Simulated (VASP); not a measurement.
All values below come from PBE GGA, VASP's PBE PAW potentials (set 64) (plane waves; VASP).

Input for VASP

### KPOINTS
```
Automatic mesh
0
Gamma
5 5 4
0 0 0
```

### INCAR
```
SYSTEM = Se
PREC = Accurate
ENCUT = 400
EDIFF = 1E-6
NELM = 100
ALGO = Normal
LREAL = .FALSE.
LASPH = .TRUE.
ISMEAR = 0
SIGMA = 0.05
GGA = PE
LMAXMIX = 4
LWAVE = .FALSE.
LCHARG = .FALSE.
ISIF = 2
ISYM = -1
```

POSCAR:
```
Se
1
    2.2020640000    -3.7554740000     0.0000000000
    2.2020640000     3.7554740000     0.0000000000
    0.0000000000     0.0000000000     4.9328050000
Se
3
Direct
  0.0000000000   0.2250000000   0.6666670000
  0.7750000000   0.7750000000   0.0000000000
  0.2328360000   0.0078360000   0.3333330000
```

POTCAR, in this order: Se (PBE.64 set). Program: vasp_std.

Output of the run:

### OUTCAR
```
 ion  position               nearest neighbor table
   1  0.000  0.225  0.667-   3 2.36   2 2.37
   2  0.775  0.775  0.000-   1 2.37   3 2.39
   3  0.233  0.008  0.333-   1 2.36   2 2.39
 Subroutine IBZKPT returns following result:
 Found    100 irreducible k-points:

 Following reciprocal coordinates:
            Coordinates               Weight
  0.000000  0.000000  0.000000      1.000000
  0.200000 -0.000000  0.000000      1.000000
  0.400000  0.000000  0.000000      1.000000
 -0.400000  0.000000  0.000000      1.000000
 -0.200000  0.000000  0.000000      1.000000
 -0.000000  0.200000  0.000000      1.000000
  0.200000  0.200000  0.000000      1.000000
  0.400000  0.200000  0.000000      1.000000
 -0.400000  0.200000  0.000000      1.000000
 -0.200000  0.200000  0.000000      1.000000
  0.000000  0.400000  0.000000      1.000000
  0.200000  0.400000  0.000000      1.000000
  0.400000  0.400000  0.000000      1.000000
 -0.400000  0.400000  0.000000      1.000000
 -0.200000  0.400000  0.000000      1.000000
  0.000000 -0.400000  0.000000      1.000000
...
```

OSZICAR:
```
       N       E                     dE             d eps       ncg     rms          rms(c)
DAV:   1     0.791740462390E+02    0.79174E+02   -0.63489E+03  2600   0.933E+02
DAV:   2    -0.512285519494E+01   -0.84297E+02   -0.80861E+02  3512   0.165E+02
DAV:   3    -0.104909067765E+02   -0.53681E+01   -0.53333E+01  3055   0.489E+01
DAV:   4    -0.105401971597E+02   -0.49290E-01   -0.49247E-01  3060   0.553E+00
DAV:   5    -0.105406408969E+02   -0.44374E-03   -0.44371E-03  3220   0.506E-01    0.704E+00
DAV:   6    -0.104819116895E+02    0.58729E-01   -0.38733E-02  2930   0.144E+00    0.436E+00
DAV:   7    -0.104624602177E+02    0.19451E-01   -0.76530E-02  2825   0.201E+00    0.199E-01
DAV:   8    -0.104618264890E+02    0.63373E-03   -0.92376E-03  2730   0.692E-01    0.104E-01
DAV:   9    -0.104619399946E+02   -0.11351E-03   -0.31730E-04  3390   0.133E-01    0.323E-02
DAV:  10    -0.104619823216E+02   -0.42327E-04   -0.50865E-05  2745   0.552E-02    0.710E-03
DAV:  11    -0.104619859997E+02   -0.36782E-05   -0.84847E-06  3000   0.201E-02    0.368E-03
DAV:  12    -0.104619859185E+02    0.81216E-07   -0.17183E-06  1960   0.985E-03
   1 F= -.10461986E+02 E0= -.10461986E+02  d E =-.289767E-15
```

OUTCAR:
```
------------------------ aborting loop because EDIFF is reached ----------------------------------------
  FORCE on cell =-STRESS in cart. coord.  units (eV):
  Direction    XX          YY          ZZ          XY          YZ          ZX
  --------------------------------------------------------------------------------------
  Total        0.9557825      1.3103824      2.1894762      0.0976745      0.2652113     -0.1426577
  in kB       18.7694270     25.7329751     42.9964082      1.9181092      5.2081555     -2.8014782
  external PRESSURE =      29.1662701 kB  Pullay stress =       0.0000000 kB
  volume of cell :       81.59
      direct lattice vectors                 reciprocal lattice vectors
     2.202064000 -3.755474000  0.000000000     0.227059704 -0.133138986  0.000000000
     2.202064000  3.755474000  0.000000000     0.227059704  0.133138986  0.000000000
     0.000000000  0.000000000  4.932805000     0.000000000  0.000000000  0.202724413
 POSITION                                       TOTAL-FORCE (eV/Angst)
 -----------------------------------------------------------------------------------
      0.49546      0.84498      3.28854         0.240104      0.462764      0.066257
      3.41320      0.00000      0.00000        -0.307152     -0.049372      0.061572
      0.52998     -0.84498      1.64427         0.067048     -0.413392     -0.127830
 -----------------------------------------------------------------------------------
    total drift:                                0.000074      0.000048      0.000013
  FREE ENERGIE OF THE ION-ELECTRON SYSTEM (eV)
  ---------------------------------------------------
  free  energy   TOTEN  =       -10.4619859185 eV

  energy  without entropy=      -10.4619859185  energy(sigma->0) =      -10.46198592
```
(Selected blocks of OUTCAR.)

The compound is Se in the trig structure. The cell was not relaxed at this level, atoms are displaced from their ideal sites. The run is one of a series of settings (ISYM = -1 against the base run), some of them coarse on purpose.
